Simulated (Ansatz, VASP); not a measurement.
# One calculation of LiRe2, two programs

```xyz
6
Lattice="0.0000 3.5071 3.5071 3.5071 0.0000 3.5071 3.5071 3.5071 0.0000" Properties=species:S:1:pos:R:3 pbc="T T T"
Li    0.0000    0.0000    0.0000
Li    1.7536    1.7536    1.7536
Re    4.3839    4.3839    4.3839
Re    4.3839    2.6303    2.6303
Re    2.6303    4.3839    2.6303
Re    2.6303    2.6303    4.3839
```

Change from the starting cell: species swapped into the GdNi2 type (Fd-3m, No. 227).

Alike in both runs: task relaxation of cell and atoms; functional PBE; k mesh 4 × 4 × 4; occupations gaussian, width 0.1 eV; no spin polarisation.

```csv
,VASP,Ansatz
version,VASP 6.6.1,Ansatz 0.2.0
potentials or method,"VASP PAW PBE potentials, release 64 (Li_sv, Re)","scalar-relativistic, plane waves, PAW"
plane-wave cutoff (eV),600,420
valence electrons in the cell,34,66
```

Ansatz gave:

| Quantity | Value |
| --- | --- |
| gap on the k mesh at the Fermi level, each at its own relaxed structure (eV) | none |
| relaxed volume (Å³/atom) | 16.44 |
| relaxed cell length with the largest relative difference (Å) | 5.187 |
| energy change over the relaxation (meV/atom) | -181 |

**Question.** Estimate VASP's values.

**Answer.** gap on the k mesh at the Fermi level, each at its own relaxed structure (eV): none; relaxed volume (Å³/atom): 16.38; relaxed cell length with the largest relative difference (Å): 5.180; energy change over the relaxation (meV/atom): -173.

A gap of «none» marks a metal or a gap that the smearing closes. The two sets of potentials don't hold the same shells in valence.

Caveats: the k mesh is coarse (spacing up to 0.39 Å⁻¹), so the values aren't converged; the cutoff is under 1.25 times the usual one of these potentials, so pressure, stress and relaxed cells hold a basis-set (Pulay) error (VASP). Spin-orbit coupling is left out, which matters for the levels of Re.
